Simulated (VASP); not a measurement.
GW runs with VASP on BeS (zinc blende), on PBE orbitals with a Kohn-Sham gap of 3.11 eV on the mesh.

```xyz
2
Lattice="0.0000 2.4350 2.4350 2.4350 0.0000 2.4350 2.4350 2.4350 0.0000" Properties=species:S:1:pos:R:3 pbc="T T T"
Be     0.0000     0.0000     0.0000
S      1.2175     1.2175     1.2175
```

Settings: PREC = Normal, 500 eV cut-off, 4×4×4 Γ-centred mesh, Gaussian smearing of 0.010 eV, potentials Be_sv_GW S_GW.

The mesh is coarse and the basis finite, so the quasiparticle values are not converged.

```json
[
 {"run": "run 1", "level": "G0W0@PBE, 1 step(s)", "NBANDS": "64", "ENCUTGW (eV)": "150", "QP gap (eV)": "4.47", "smallest direct QP gap (eV)": "7.29"},
 {"run": "run 2", "level": "G0W0@PBE, 1 step(s)", "NBANDS": "160", "ENCUTGW (eV)": "200", "QP gap (eV)": "4.60", "smallest direct QP gap (eV)": "7.37"},
 {"run": "run 3", "level": "evGW0@PBE, 4 step(s)", "NBANDS": "160", "ENCUTGW (eV)": "200", "QP gap (eV)": "(withheld)", "smallest direct QP gap (eV)": "(withheld)"}
]
```

Complete the blanks.

- run 3, QP gap (eV): 4.85
- run 3, smallest direct QP gap (eV): 7.68

Left out are failed runs and those that VASP or the mesh makes unfit.

The compound is BeS in the zinc blende structure. The cell was not relaxed at this level.
